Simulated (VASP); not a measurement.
Output of a VASP run:

**OSZICAR**
```
       N       E                     dE             d eps       ncg     rms          rms(c)
DAV:   1     0.306783721061E+03    0.30678E+03   -0.20905E+04  2256   0.976E+02
DAV:   2    -0.148383875970E+02   -0.32162E+03   -0.31267E+03  2220   0.281E+02
DAV:   3    -0.370453645893E+02   -0.22207E+02   -0.21842E+02  2110   0.620E+01
DAV:   4    -0.378100310394E+02   -0.76467E+00   -0.75795E+00  2200   0.108E+01
DAV:   5    -0.378381334095E+02   -0.28102E-01   -0.28048E-01  2290   0.209E+00    0.223E+01
DAV:   6    -0.370709979861E+02    0.76714E+00   -0.83110E+00  2064   0.145E+01    0.978E+00
DAV:   7    -0.369134720244E+02    0.15753E+00   -0.65487E+00  2006   0.111E+01    0.657E+00
DAV:   8    -0.365884055390E+02    0.32507E+00   -0.13809E+00  2170   0.552E+00    0.402E+00
DAV:   9    -0.365866759480E+02    0.17296E-02   -0.14174E-01  2158   0.168E+00    0.115E+00
DAV:  10    -0.365859214636E+02    0.75448E-03   -0.40497E-03  2174   0.346E-01    0.725E-01
DAV:  11    -0.365856679475E+02    0.25352E-03   -0.19080E-03  2184   0.266E-01    0.353E-01
DAV:  12    -0.365856731627E+02   -0.52152E-05   -0.10376E-03  2248   0.155E-01    0.133E-01
DAV:  13    -0.365856313586E+02    0.41804E-04   -0.12934E-04  2204   0.620E-02    0.126E-01
DAV:  14    -0.365856253789E+02    0.59797E-05   -0.82523E-05  2084   0.351E-02    0.174E-02
DAV:  15    -0.365856204960E+02    0.48829E-05   -0.15272E-05  2102   0.192E-02    0.103E-02
DAV:  16    -0.365856206979E+02   -0.20191E-06   -0.12413E-06  1514   0.451E-03
   1 F= -.36585621E+02 E0= -.36584383E+02  d E =-.247537E-02  mag=     0.0000    -0.0000     0.0000
```

File OUTCAR:
```
------------------------ aborting loop because EDIFF is reached ----------------------------------------
  FORCE on cell =-STRESS in cart. coord.  units (eV):
  Direction    XX          YY          ZZ          XY          YZ          ZX
  --------------------------------------------------------------------------------------
  Total        2.5367458      2.5367465      3.2234682      0.0000000      0.0000000      0.0000000
  in kB       27.1336037     27.1336113     34.4789411      0.0000000      0.0000000      0.0000000
  external PRESSURE =      29.5820520 kB  Pullay stress =       0.0000000 kB
  volume of cell :      149.79
      direct lattice vectors                 reciprocal lattice vectors
     3.518200000  0.000000000  0.000000000     0.284236257  0.164103857  0.000000000
    -1.759100000  3.046851000  0.000000000     0.000000000  0.328207713  0.000000000
     0.000000000  0.000000000 13.973600000     0.000000000  0.000000000  0.071563520
 POSITION                                       TOTAL-FORCE (eV/Angst)
 -----------------------------------------------------------------------------------
     -0.00000      2.03124      3.49340         0.000000      0.000000      0.000000
      1.75910      1.01562     10.48020        -0.000000     -0.000000      0.000000
     -0.00000      2.03124      8.67761         0.000000      0.000000     -0.220540
      1.75910      1.01562      1.69081         0.000000     -0.000000     -0.220540
     -0.00000      2.03124     12.28279         0.000000      0.000000      0.220540
      1.75910      1.01562      5.29599        -0.000000     -0.000000      0.220540
 -----------------------------------------------------------------------------------
    total drift:                                0.002189     -0.001264      0.001097
  FREE ENERGIE OF THE ION-ELECTRON SYSTEM (eV)
  ---------------------------------------------------
  free  energy   TOTEN  =       -36.5856206979 eV

  energy  without entropy=      -36.5831453279  energy(sigma->0) =      -36.58438301

 total charge

# of ion       s       p       d       tot
------------------------------------------
    1        2.255   6.147   3.983  12.385
    2        2.255   6.147   3.983  12.385
    3        1.386   1.980   0.065   3.430
    4        1.386   1.980   0.065   3.430
    5        1.386   1.980   0.065   3.430
    6        1.386   1.980   0.065   3.430
--------------------------------------------------
tot         10.056  20.212   8.225  38.492

 magnetization (x)

# of ion       s       p       d       tot
------------------------------------------
    1        0.000   0.000   0.000   0.000
    2        0.000  -0.000   0.000  -0.000
    3        0.000  -0.000   0.000  -0.000
    4       -0.000  -0.000  -0.000  -0.000
    5       -0.000  -0.000   0.000  -0.000
    6        0.000   0.000   0.000   0.000
--------------------------------------------------
tot         -0.000  -0.000   0.000  -0.000

 magnetization (y)

# of ion       s       p       d       tot
------------------------------------------
    1        0.000  -0.000   0.000  -0.000
    2        0.000  -0.000  -0.000  -0.000
    3        0.000   0.000   0.000   0.000
    4       -0.000   0.000   0.000  -0.000
    5       -0.000   0.000   0.000   0.000
    6        0.000   0.000  -0.000  -0.000
--------------------------------------------------
tot         -0.000  -0.000  -0.000  -0.000

 magnetization (z)

# of ion       s       p       d       tot
...
```
(Selected blocks of OUTCAR.)

File POSCAR:
```
Te2Mo
1
    3.5182000000     0.0000000000     0.0000000000
   -1.7591000000     3.0468510000     0.0000000000
    0.0000000000     0.0000000000    13.9736000000
Mo Te
2 4
Direct
  0.3333330000   0.6666670000   0.2500000000
  0.6666670000   0.3333330000   0.7500000000
  0.3333330000   0.6666670000   0.6210000000
  0.6666670000   0.3333330000   0.1210000000
  0.3333330000   0.6666670000   0.8790000000
  0.6666670000   0.3333330000   0.3790000000
```

Task: Write an INCAR and KPOINTS that could have produced this output.

Result: Several could match; the one computed here: the input of the run itself, PBE GGA with spin-orbit coupling, plane waves, VASP's PBE PAW potentials (set 64).

**INCAR**
```
! general
SYSTEM       =Te2Mo
PREC         =Accurate
ENCUT        =300
LREAL        =.False.
LASPH        =.True.

! electronic loop
EDIFF        =1E-6
NELM         =100
ALGO         =Normal
LMAXMIX      =4

! smearing
ISMEAR       =0
SIGMA        =0.272

! functional
GGA          =PE
GGA_COMPAT   =.False.

! spin
MAGMOM       =18*0.0
LSORBIT      =.True.
LNONCOLLINEAR=.True.

! ions
ISIF         =2

! output
LWAVE        =.False.
LCHARG       =.False.
LORBIT       =11
```

**KPOINTS**
```
K-points
0
G
6 6 2
0 0 0
```

POTCAR, in this order: Mo_sv Te (PBE.64 set). Program: vasp_ncl.

At this cut-off the stress carries a Pulay error, which pulls relaxed volumes low.

The structure comes from a measured Te2Mo entry (P6_3/mmc) of the Crystallography Open Database, whose conditions weren't checked. The cell was not relaxed at this level. The run is one of a series of settings (GGA_COMPAT = .FALSE., LNONCOLLINEAR = .TRUE., LSORBIT = .TRUE., MAGMOM = 0.0 0.0 0.0 0.0 0.0 0.0 0.0 0.0 0.0 0.0 0.0 0.0 0.0 0.0 0.0 0.0 0.0 0.0, program vasp_ncl against the base run), some of them coarse on purpose.
